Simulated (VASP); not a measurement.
# Mg2NCl (R-3m) in VASP: further runs

Runs on Mg2NCl. Level: PBE. Tasks: single point.

Everything below comes from runs of VASP 6.6.1. Logs are shortened: lines on timing, memory, paths and dates and some standing lists are left out, and cuts for length are marked.

### Step 1. The structure

Symmetry: R-3m, No. 166, trigonal system. Conventional cell: a = 3.321 Å, b = 3.321 Å, c = 18.009 Å, α = 90.00°, β = 90.00°, γ = 120.00°. Around Mg (site symmetry 3m) lie 3 N at 2.17 Å. N (site symmetry -3m) has 6 Mg at 2.17 Å as nearest neighbours. Cl (site symmetry -3m) has 6 Mg at 2.76 Å as nearest neighbours.

The cell comes from a database or a generator and needn't be the stable form of this composition.

### Step 2. Single point, PBE

INCAR

```
SYSTEM = Mg2NCl
  ALGO = Fast
  EDIFF = 1E-6
  ENCUT = 520
  GGA = PE
  ISIF = 2
  ISMEAR = 0
  LASPH = .True.
  LCHARG = .False.
  LREAL = .False.
  LWAVE = .False.
  NBANDS = 16
  NELM = 100
  PREC = Accurate
  SIGMA = 0.05
```

KPOINTS

```
k-points
0
Gamma
  12 12 12
  0 0 0
```

POSCAR

```
Mg2NCl
1.0
    1.6606666161      0.9587863178      6.0029770000
   -1.6606666161      0.9587863178      6.0029770000
    0.0000000000     -1.9175726357      6.0029770000
Mg N Cl
2 1 1
Direct
    0.2228150000      0.2228150000      0.2228150000
    0.7771850000      0.7771850000      0.7771850000
    0.5000000000      0.5000000000      0.5000000000
    0.0000000000      0.0000000000      0.0000000000
```

Potentials or basis: VASP PAW PBE potentials, release 64 (Mg, N, Cl).

Launch:

```bash
> cat potpaw_PBE.64/Mg/POTCAR potpaw_PBE.64/N/POTCAR potpaw_PBE.64/Cl/POTCAR > POTCAR
> mpirun -np 1 vasp_std > vasp.out
```

OUTCAR:

```text
SYSTEM = Mg2NCl
   EDIFF = 1E-6
   ENCUT = 520
   GGA = PE
   ISIF = 2
   ISMEAR = 0
   LASPH = .True.
   LREAL = .False.
   NELM = 100
   PREC = Accurate

 ion  position               nearest neighbor table
   1  0.223  0.223  0.223-   3 2.17   3 2.17   3 2.17   4 2.76   4 2.76   4 2.76   2 2.79   2 2.79
                             2 2.79
   2  0.777  0.777  0.777-   3 2.17   3 2.17   3 2.17   4 2.76   4 2.76   4 2.76   1 2.79   1 2.79
                             1 2.79
   3  0.500  0.500  0.500-   1 2.17   2 2.17   1 2.17   1 2.17   2 2.17   2 2.17
   4  0.000  0.000  0.000-   2 2.76   2 2.76   1 2.76   1 2.76   2 2.76   1 2.76

  LATTYP: Found a trigonal (rhomboedric) cell.
 ALAT       =     6.3018106664
 COS(alpha) =     0.8611121662

  Lattice vectors:

 A1 = (   1.6606666161,   0.9587863178,   6.0029770000)
 A2 = (  -1.6606666161,   0.9587863178,   6.0029770000)
 A3 = (   0.0000000000,  -1.9175726357,   6.0029770000)

Analysis of symmetry for initial positions (statically):
=====================================================================
 Subroutine PRICEL returns:
 Original cell was already a primitive cell.

 Routine SETGRP: Setting up the symmetry group for a
 trigonal (rhombohedral) supercell.

 Subroutine GETGRP returns: Found 12 space group operations
 (whereof 12 operations were pure point group operations)
 out of a pool of 12 trial point group operations.

The static configuration has the point symmetry D_3d.

Analysis of symmetry for dynamics (positions and initial velocities):
=====================================================================
 Subroutine PRICEL returns:
 Original cell was already a primitive cell.

 Routine SETGRP: Setting up the symmetry group for a
 trigonal (rhombohedral) supercell.

 Subroutine GETGRP returns: Found 12 space group operations
 (whereof 12 operations were pure point group operations)
 out of a pool of 12 trial point group operations.

The dynamic configuration has the point symmetry D_3d.

 Subroutine INISYM returns: Found 12 space group operations
 (whereof 12 operations are pure point group operations),
 and found     1 'primitive' translations

----------------------------------------------------------------------------------------

                                     Primitive cell

  volume of cell :      57.3485

  direct lattice vectors                    reciprocal lattice vectors
     1.660666616  0.958786318  6.002977000     0.301083911  0.173830877  0.055528004
    -1.660666616  0.958786318  6.002977000    -0.301083911  0.173830877  0.055528004
     0.000000000 -1.917572636  6.002977000     0.000000000 -0.347661754  0.055528004

  length of vectors
     6.301810666  6.301810666  6.301810666     0.352068253  0.352068253  0.352068253

  position of ions in fractional coordinates (direct lattice)
     0.222815000  0.222815000  0.222815000
     0.777185000  0.777185000  0.777185000
     0.500000000  0.500000000  0.500000000
     0.000000000  0.000000000  0.000000000

  ion indices of the primitive-cell ions
   primitive index   ion index
                 1           1
                 2           2
                 3           3
                 4           4

----------------------------------------------------------------------------------------

 KPOINTS: k-points

Automatic generation of k-mesh.
 Grid dimensions read from file:
 generate k-points for:   12   12   12

 Generating k-lattice:

  Cartesian coordinates                     Fractional coordinates (reciprocal lattice)
     0.025090326  0.014485906  0.004627334     0.083333333  0.000000000  0.000000000
    -0.025090326  0.014485906  0.004627334     0.000000000  0.083333333  0.000000000
     0.000000000 -0.028971813  0.004627334     0.000000000  0.000000000  0.083333333

  Length of vectors
     0.029339021  0.029339021  0.029339021

  Shift w.r.t. Gamma in fractional coordinates (k-lattice)
     0.000000000  0.000000000  0.000000000

 Subroutine IBZKPT returns following result:
 ===========================================

 Found    189 irreducible k-points:

 Following reciprocal coordinates:
            Coordinates               Weight
  0.000000  0.000000  0.000000      1.000000
  0.083333  0.000000  0.000000      6.000000
  0.166667  0.000000 -0.000000      6.000000
  0.250000  0.000000 -0.000000      6.000000
  0.333333  0.000000 -0.000000      6.000000
  0.416667  0.000000 -0.000000      6.000000
[... 16 lines left out ...]
  0.500000  0.166667 -0.000000     12.000000
 -0.416667  0.166667  0.000000     12.000000
 [... further k-points ...]
   k-points           NKPTS =    189   k-points in BZ     NKDIM =    189   number of bands    NBANDS=     16
   number of dos      NEDOS =    301   number of ions     NIONS =      4
   total plane-waves  NPLWV = 110592
   dimension x,y,z NGX =    48 NGY =   48 NGZ =   48
   dimension x,y,z NGXF=    96 NGYF=   96 NGZF=   96
   ions per type =               2   1   1
   NGX,Y,Z   is equivalent  to a cutoff of  12.66, 12.66, 12.66 a.u.
   NGXF,Y,Z  is equivalent  to a cutoff of  25.33, 25.33, 25.33 a.u.
 SYSTEM =  Mg2NCl
   PREC   = accura    normal or accurate (medium, high low for compatibility)
   ISTART =      0    job   : 0-new  1-cont  2-samecut
   ICHARG =      2    charge: 1-file 2-atom 10-const
   ISPIN  =      1    spin polarized calculation?
   LNONCOLLINEAR =      F non collinear calculations
   LSORBIT =      F    spin-orbit coupling
   LASPH  =      T    aspherical Exc in radial PAW
   ENCUT  =  520.0 eV  38.22 Ry    6.18 a.u.  11.72 11.72 11.72*2*pi/ulx,y,z
   NELM   =    100;   NELMIN=  2; NELMDL= -5     # of ELM steps
   EDIFF  = 0.1E-05   stopping-criterion for ELM
[... 8 lines left out ...]
   TEBEG  =    0.0;   TEEND  =   0.0 temperature during run
   PSTRESS=    0.0 pullay stress
   NELECT =      16.0000    total number of electrons
   NUPDOWN=      -1.0000    fix difference up-down
   EMIN   =  10.00;   EMAX   =-10.00  energy-range for DOS
   EFERMI =   0.00;   METHOD = LEGACY
   ISMEAR =     0;   SIGMA  =   0.05  broadening in eV -4-tet -1-fermi 0-gaus
   EFERMI_NEDOS =   21; number of points for ismear=-14 and -15
   IALGO  =     68    algorithm
   IMIX   =      4    mixing-type and parameters
     AMIX     =   0.40;   BMIX     =  1.00
     AMIX_MAG =   1.60;   BMIX_MAG =  1.00
  volume/ion in A,a.u.               =      14.34        96.75
  Fermi-wavevector in a.u.,A,eV,Ry     =   1.069730  2.021496 15.569443  1.144322
  Thomas-Fermi vector in A             =   2.205418
   LORBIT       =      0    0 simple, 1 ext, 2 COOP (PROOUT), +10 PAW based schemes
   GGA     = PE    functional components
   LHFCALC =     F    Hartree Fock is set to
   AEXX    =    0.0000 exact exchange contribution
   IVDW    =     0    specifies the selected vdW correction
   LEPSILON=     F    determine dielectric tensor
   LRPA    =     F    only Hartree local field effects (RPA)
 non-spin polarized calculation
 RMM-DIIS sequential band-by-band and
 Gauss-broadening in eV      SIGMA  =   0.05
  energy-cutoff  :      520.00
  volume of cell :       57.35
 maximum number of plane-waves:      1570
   NGX = 23   NGY = 23   NGZ = 23

 number of electron      16.0000000 magnetization

 Free energy of the ion-electron system (eV)
  ---------------------------------------------------
  ext. energy  EPLUGINS =         0.00000000
  ---------------------------------------------------
  free energy    TOTEN  =       -17.80486603 eV

  energy without entropy =      -17.80486603  energy(sigma->0) =      -17.80486603

 E-fermi :   4.3199     XC(G=0):  -9.9217

 val. band max:        4.0376044423   @ k =   0.0000   0.0000   0.0000
 cond. band min:       6.2422800432   @ k =   0.0000   0.0000   0.0000
 fundamental gap:      2.2046756010
 Fermi energy:         4.3199411964

 k-point     1 :       0.0000    0.0000    0.0000
  band No.  band energies     occupation
      1     -12.4834      2.00000
      2      -8.6973      2.00000
      3      -2.2360      2.00000
      4       1.6554      2.00000
      5       1.6554      2.00000
      6       3.0220      2.00000
[... 8 lines left out ...]
     15      14.3146      0.00000
     16      14.3146      0.00000

 k-point     2 :       0.0833    0.0000    0.0000
  band No.  band energies     occupation
      1     -12.4321      2.00000
      2      -8.6461      2.00000
      3      -2.1513      2.00000
      4       1.3186      2.00000
      5       1.5947      2.00000
      6       3.0124      2.00000
[... 8 lines left out ...]
     15      13.7142      0.00000
     16      14.3937      0.00000

 k-point     3 :       0.1667    0.0000   -0.0000
  band No.  band energies     occupation
      1     -12.2873      2.00000
      2      -8.5009      2.00000
      3      -1.9075      2.00000
      4       0.5201      2.00000
      5       1.4353      2.00000
      6       2.6721      2.00000
[... 8 lines left out ...]
     15      14.0827      0.00000
     16      14.6779      0.00000

 k-point     4 :       0.2500    0.0000   -0.0000
  band No.  band energies     occupation
      1     -12.0767      2.00000
      2      -8.2878      2.00000
      3      -1.5390      2.00000
      4      -0.4004      2.00000
      5       1.2314      2.00000
      6       1.7391      2.00000
[... 8 lines left out ...]
     15      14.0747      0.00000
     16      15.5490      0.00000

 k-point     5 :       0.3333    0.0000   -0.0000
  band No.  band energies     occupation
      1     -11.8487      2.00000
      2      -8.0541      2.00000
      3      -1.2517      2.00000
      4      -1.0716      2.00000
      5       0.9269      2.00000
      6       1.0410      2.00000
[... 8 lines left out ...]
     15      13.8858      0.00000
     16      16.2538      0.00000

 k-point     6 :       0.4167    0.0000   -0.0000
  band No.  band energies     occupation
      1     -11.6684      2.00000
      2      -7.8670      2.00000
      3      -1.7809      2.00000
      4      -0.7207      2.00000
      5       0.3674      2.00000
      6       0.9091      2.00000
[... 8 lines left out ...]
     15      13.7247      0.00000
     16      16.8113      0.00000

 k-point     7 :       0.5000    0.0000   -0.0000
  band No.  band energies     occupation
      1     -11.5992      2.00000
      2      -7.7944      2.00000
      3      -1.9776      2.00000
      4      -0.5611      2.00000
      5       0.1634      2.00000
      6       0.8622      2.00000
[... 8 lines left out ...]
     15      13.6649      0.00000
     16      17.1924      0.00000

 k-point     8 :       0.0833    0.0833    0.0000
  band No.  band energies     occupation
      1     -12.4315      2.00000
      2      -8.6489      2.00000
      3      -2.1380      2.00000
      4       1.3174      2.00000
      5       1.5929      2.00000
      6       2.9699      2.00000
[... 8 lines left out ...]
     15      13.7331      0.00000
     16      14.3809      0.00000

 k-point     9 :       0.1667    0.0833    0.0000
  band No.  band energies     occupation
      1     -12.3329      2.00000
      2      -8.5528      2.00000
      3      -1.9636      2.00000
      4       0.7729      2.00000
      5       1.4561      2.00000
      6       2.8230      2.00000
[... 8 lines left out ...]
     15      14.0064      0.00000
     16      14.4880      0.00000
[... 172 lines left out ...]
 k-point    19 :       0.1667    0.1667   -0.0000
  band No.  band energies     occupation
      1     -12.2853      2.00000
      2      -8.5097      2.00000
      3      -1.8670      2.00000
      4       0.5017      2.00000
      5       1.4289      2.00000
      6       2.6052      2.00000
[... 8 lines left out ...]
     15      14.0468      0.00000
     16      14.6689      0.00000

 k-point    20 :       0.2500    0.1667    0.0000
  band No.  band energies     occupation
      1     -12.1534      2.00000
      2      -8.3783      2.00000
      3      -1.6373      2.00000
      4      -0.0527      2.00000
      5       1.2072      2.00000
      6       2.1306      2.00000
[... 8 lines left out ...]
     15      14.0125      0.00000
     16      15.0826      0.00000

 k-point    21 :       0.3333    0.1667    0.0000
  band No.  band energies     occupation
      1     -11.9640      2.00000
      2      -8.1830      2.00000
      3      -1.3227      2.00000
      4      -0.6604      2.00000
      5       0.7982      2.00000
      6       1.5957      2.00000
[... 8 lines left out ...]
     15      14.6520      0.00000
     16      15.0197      0.00000

 k-point    22 :       0.4167    0.1667    0.0000
  band No.  band energies     occupation
      1     -11.7619      2.00000
      2      -7.9689      2.00000
      3      -1.2494      2.00000
      4      -0.9474      2.00000
      5       0.3711      2.00000
      6       1.1190      2.00000
[... 8 lines left out ...]
     15      14.6989      0.00000
     16      15.6071      0.00000

 k-point    23 :       0.5000    0.1667   -0.0000
  band No.  band energies     occupation
      1     -11.6046      2.00000
      2      -7.7978      2.00000
      3      -1.6204      2.00000
      4      -0.6977      2.00000
      5       0.0754      2.00000
      6       0.7546      2.00000
[... 8 lines left out ...]
     15      14.9724      0.00000
     16      15.8794      0.00000

 k-point    24 :      -0.4167    0.1667    0.0000
  band No.  band energies     occupation
      1     -11.5452      2.00000
      2      -7.7302      2.00000
      3      -1.7551      2.00000
      4      -0.5814      2.00000
      5      -0.0185      2.00000
      6       0.5604      2.00000
[... 8 lines left out ...]
     15      15.0508      0.00000
     16      15.8407      0.00000

 [... further k-points ...]
[... 5 lines left out ...]
  --------------------------------------------------------------------------------------
  -------------------------------------------------------------------------------------
  Total       -0.1569157     -0.1569157     -0.1381895      0.0000000      0.0000000      0.0000000
  in kB       -4.3838411     -4.3838411     -3.8606757      0.0000000      0.0000000      0.0000000
  external PRESSURE =      -4.2094527 kB  Pullay stress =       0.0000000 kB

 VOLUME and BASIS-vectors are now :
 -----------------------------------------------------------------------------
  energy-cutoff  :      520.00
  volume of cell :       57.35
      direct lattice vectors                 reciprocal lattice vectors
     1.660666616  0.958786318  6.002977000     0.301083911  0.173830877  0.055528004
    -1.660666616  0.958786318  6.002977000    -0.301083911  0.173830877  0.055528004
     0.000000000 -1.917572636  6.002977000     0.000000000 -0.347661754  0.055528004

 POSITION                                       TOTAL-FORCE (eV/Angst)
 -----------------------------------------------------------------------------------
      0.00000     -0.00000      4.01266         0.000000      0.000000     -0.058089
      0.00000     -0.00000     13.99627         0.000000     -0.000000      0.058089
      0.00000     -0.00000      9.00447         0.000000      0.000000      0.000000
      0.00000      0.00000      0.00000         0.000000     -0.000000      0.000000
 -----------------------------------------------------------------------------------
    total drift:                                0.000000     -0.000000     -0.000000

  FREE ENERGIE OF THE ION-ELECTRON SYSTEM (eV)
  ---------------------------------------------------
  free  energy   TOTEN  =       -17.8048660345 eV

  energy  without entropy=      -17.8048660345  energy(sigma->0) =      -17.80486603
```

It took 4.1 min on 1 thread of AMD EPYC 9R45 (Zen 5), shared host; peak memory 0.42 GiB.

What came out:

```yaml
Free_energy: -17.8049 eV
Pressure: -0.4 GPa
Largest_force: 0.058 eV/Å
Band_gap_on_the_k_mesh: 2.20 eV, direct
```

Forces in eV/Å, atoms in the order of the input:
```
Mg   0.000  0.000 -0.058
Mg   0.000  0.000  0.058
N    0.000  0.000  0.000
Cl   0.000  0.000  0.000
```

(Continued in part 2 of 2.)
